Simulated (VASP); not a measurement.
A convergence study with VASP on SrTe (rock salt): one setting is varied, all else stays as given below, so the limit is that of these other settings. Each run relaxes cell and ions from the cell shown.

```
SrTe
1.0
    0.00000     3.33000     3.33000
    3.33000     0.00000     3.33000
    3.33000     3.33000     0.00000
Sr Te
1 1
Cartesian
  0.00000   0.00000   0.00000
  3.33000   3.33000   3.33000
```

Computed with PBE GGA, VASP's PBE PAW potentials (set 64) (plane waves; VASP). The tightest run used: 550 eV cut-off, 11×11×11 Γ-centred mesh, Gaussian smearing of 0.050 eV, potentials Sr_sv Te.

Unless said otherwise, spin-orbit coupling is left out, though it shifts the bands of the heavy elements here. Gaps are read on the run's mesh, which can miss a band edge.

Task: The settings run are 2×2×2 mesh; 3×3×3 mesh; 4×4×4 mesh; 5×5×5 mesh; 7×7×7 mesh; 8×8×8 mesh; 9×9×9 mesh; 10×10×10 mesh; 11×11×11 mesh. From which on does the relaxed volume stay within 0.05 Å³/atom of the tightest run?

Result: From 5×5×5 mesh on: it is off by 0.026 there and by no more than 0.05 in any finer run, while 4×4×4 mesh is off by 0.089.
| setting | relaxed volume (Å³/atom) | E (eV/atom) | gap on the mesh (eV) | irreducible k-points | difference judged (Å³/atom) |
|---|---|---|---|---|---|
| 2×2×2 mesh | 40.276 | -3.8558 | 1.764 | 3 | 2.261 |
| 3×3×3 mesh | 38.388 | -4.0993 | 2.038 | 4 | 0.373 |
| 4×4×4 mesh | 38.103 | -4.1277 | 1.766 | 8 | 0.089 |
| 5×5×5 mesh | 38.041 | -4.1329 | 1.868 | 10 | 0.026 |
| 7×7×7 mesh | 38.017 | -4.1343 | 1.819 | 20 | 0.002 |
| 8×8×8 mesh | 38.015 | -4.1344 | 1.767 | 29 | 0.000 |
| 9×9×9 mesh | 38.014 | -4.1344 | 1.799 | 35 | 0.000 |
| 10×10×10 mesh | 38.014 | -4.1344 | 1.767 | 47 | 0.000 |
| 11×11×11 mesh | 38.014 | -4.1344 | 1.788 | 56 | 0.000 |

Left out are rungs that failed or repeat a setting and relaxations that didn't move; long series are thinned to 24 rows.

The compound is SrTe in the rock salt structure.
